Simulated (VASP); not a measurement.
OSZICAR of a VASP run on NbZr₃C₄ (ordered alloy cell):

File OSZICAR:
```
       N       E                     dE             d eps       ncg     rms          rms(c)
DAV:   1     0.656746590861E+03    0.65675E+03   -0.35022E+04  4212   0.169E+03
DAV:   2    -0.298291851333E+02   -0.68658E+03   -0.66510E+03  5071   0.537E+02
DAV:   3    -0.933377594684E+02   -0.63509E+02   -0.62022E+02  6971   0.133E+02
DAV:   4    -0.972484874094E+02   -0.39107E+01   -0.38978E+01  6315   0.300E+01
DAV:   5    -0.974468601731E+02   -0.19837E+00   -0.19830E+00  6703   0.719E+00    0.438E+01
DAV:   6    -0.840286871014E+02    0.13418E+02   -0.87960E+01  5640   0.382E+01    0.177E+01
DAV:   7    -0.837903443728E+02    0.23834E+00   -0.89287E+00  6303   0.142E+01    0.105E+01
DAV:   8    -0.837208573093E+02    0.69487E-01   -0.11897E+00  6154   0.592E+00    0.365E+00
DAV:   9    -0.836983774650E+02    0.22480E-01   -0.18441E-01  5939   0.254E+00    0.726E-01
DAV:  10    -0.837005486985E+02   -0.21712E-02   -0.37456E-02  5801   0.970E-01    0.370E-01
DAV:  11    -0.837003855647E+02    0.16313E-03   -0.46970E-03  6238   0.464E-01    0.108E-01
DAV:  12    -0.837004191390E+02   -0.33574E-04   -0.44209E-04  6505   0.122E-01    0.295E-02
DAV:  13    -0.837004117216E+02    0.74174E-05   -0.25207E-05  6005   0.323E-02    0.998E-03
DAV:  14    -0.837004108710E+02    0.85055E-06   -0.18398E-06  3641   0.924E-03
   1 F= -.83700411E+02 E0= -.83699836E+02  d E =-.837004E+02
```

### Question
Which electronic solver shows in the log?

### Answer
It is blocked Davidson (ALGO = Normal, or the opening steps of other solvers). The INCAR had ALGO = Normal.

### Question
Can the final energy be trusted as converged?

### Answer
The run converged. It stopped with EDIFF = 1E-6, NELM = 100, NSW = 60 and EDIFFG = -0.02 after 1 ionic step (PBEsol GGA, plane waves, VASP's PBE PAW potentials (set 64)).

The structure was generated: NbZr3C4 was put into an ordered model structure (Cmmm), which need not be its known phase. It was relaxed first. The start is the result of an earlier pass. The electron count is odd and the run is not spin-polarised, which forces a metal.
